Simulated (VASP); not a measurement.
Molecule: SeH2, in a box.

```
Se H
1.0
    12.46107    0.00000    0.00000
     0.00000   12.96107    0.00000
     0.00000    0.00000   13.46107
Se H
1 2
Direct
  0.52598 0.50865 0.45670
  0.51039 0.42384 0.52901
  0.46063 0.57853 0.51928
```

Base run:

| Item | Value |
| --- | --- |
| Program | VASP 6.6.1 |
| Functional | RPBE |
| Dispersion | D3(BJ) |
| Potentials or basis | VASP PAW PBE potentials, release 64 (Se, H) |
| Cutoff | 400 eV |
| k mesh | 1 × 1 × 1 |
| Occupations | gaussian, width 0.01 eV |
| Spin | no spin polarisation |

Its results: gap between the frontier levels 4.72 eV; largest force 0.056 eV/Å.

Task: After a change of settings the same cell gave: gap between the frontier levels 5.89 eV; largest force 0.483 eV/Å. Which change was it?
A. functional from RPBE to rev-vdW-DF2; dispersion from D3(BJ) to none
B. functional from RPBE to optB86b-vdW; dispersion from D3(BJ) to none
C. functional from RPBE to PBEsol; dispersion from D3(BJ) to none
D. functional from RPBE to HSE06; further incar settings from ALGO = Fast; EDIFF = 1e-06; ISYM = 0 to ALGO = Damped; EDIFF = 1e-06; ISYM = 0

Result: D.

Caveats: the PAW data sets were made with another functional, which shifts forces and pressure a little.

Runs at the PBE level aren't shown here.
